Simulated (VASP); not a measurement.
Wanted: the native input for a VASP 6.6.1 run.

```
Task                   : relaxation of cell and atoms
Functional             : PBEsol
Potentials or basis    : VASP PAW PBE potentials, release 64 (Sn_d, Pb_d, Se)
Cutoff                 : 600 eV
k mesh                 : 6 × 6 × 5
Occupations            : gaussian, width 0.03 eV
Spin                   : no spin polarisation
Further INCAR settings : ALGO = Normal; EDIFF = 1e-07; IBRION = 2; EDIFFG = -0.005; NSW = 90; ISIF = 3
```

The structure of Sn3Pb5Se8 lies in POSCAR:

```
Sn3Pb5Se8                               
1.0
   -0.0000000000      6.0468699671     -6.0468699671
   -6.0468699671      0.0000000000     -6.0468699671
   -6.0465112732      6.0465112732     -0.0003586939
  Sn              Pb              Se            
     3     5     8
Direct
     0.5000000000000000    0.5000000000000000    0.0000000000000000
     0.0000000000000000    0.5000000000000000    0.0000000000000000
     0.5000000000000000    0.0000000000000000    0.0000000000000000
     0.0000000000000000    0.0000000000000000    0.0000000000000000
     0.5000000000000000    0.5000000000000000    0.5000000000000000
     0.0000000000000000    0.5000000000000000    0.5000000000000000
     0.5000000000000000    0.0000000000000000    0.5000000000000000
     0.0000000000000000    0.0000000000000000    0.5000000000000000
     0.7499995542181408    0.7499995542181408    0.2444842935583456
     0.2555165980053724    0.7499995542181408    0.2444842935583456
     0.7499995542181408    0.2555165980053724    0.2444842935583456
     0.2527507215910986    0.2527507215910986    0.2417478352267043
     0.7472492784089014    0.7472492784089014    0.7582521647732958
     0.2500004457818590    0.7444834019946276    0.7555157064416543
     0.7444834019946276    0.2500004457818590    0.7555157064416543
     0.2500004457818590    0.2500004457818590    0.7555157064416543
```

The cell was built by a generator and needn't be a form met in nature.

These files were run (other wordings do the same):

INCAR

```
SYSTEM = Sn3Pb5Se8
PREC = Accurate
ENCUT = 600
EDIFF = 1E-7
ISMEAR = 0
SIGMA = 0.03
LREAL = .False.
LASPH = .True.
NELM = 80
ALGO = Normal
ISIF = 3
LWAVE = .False.
LCHARG = .False.
GGA = PS
IBRION = 2
NSW = 90
EDIFFG = -0.005
KPAR = 4
```

KPOINTS

```
Automatic mesh
0
Gamma
  6 6 5
  0 0 0
```

Potentials or basis: VASP PAW PBE potentials, release 64 (Sn_d, Pb_d, Se).

The run is started by

```bash
$ cat potpaw_PBE.64/Sn_d/POTCAR potpaw_PBE.64/Pb_d/POTCAR potpaw_PBE.64/Se/POTCAR > POTCAR
$ mpirun -np 4 vasp_std > vasp.out
```

Results of the run:

```
Relaxed volume                         : 27.66 Å³/atom
Relaxed cell                           : a = 8.553 Å, b = 8.553 Å, c = 8.554 Å, α = 60.00°, β = 60.00°, γ = 60.00°
Space group after relaxing (to 0.05 Å) : R-3m (No. 166)
Energy gained by relaxing              : 0.0 meV/atom
Ionic steps                            : 2
Pressure after relaxing                : 0.0 GPa
Largest force after relaxing           : 0.003 eV/Å
Band gap on the k mesh                 : none (metal or under the smearing width)
```

Caveat: the PAW data sets were made with another functional, which shifts forces and pressure a little.

Wall time 23 min on 4 MPI ranks on Intel(R) Xeon(R) Platinum 8488C (Sapphire Rapids), on a shared host, peak memory 2.2 GiB a rank.
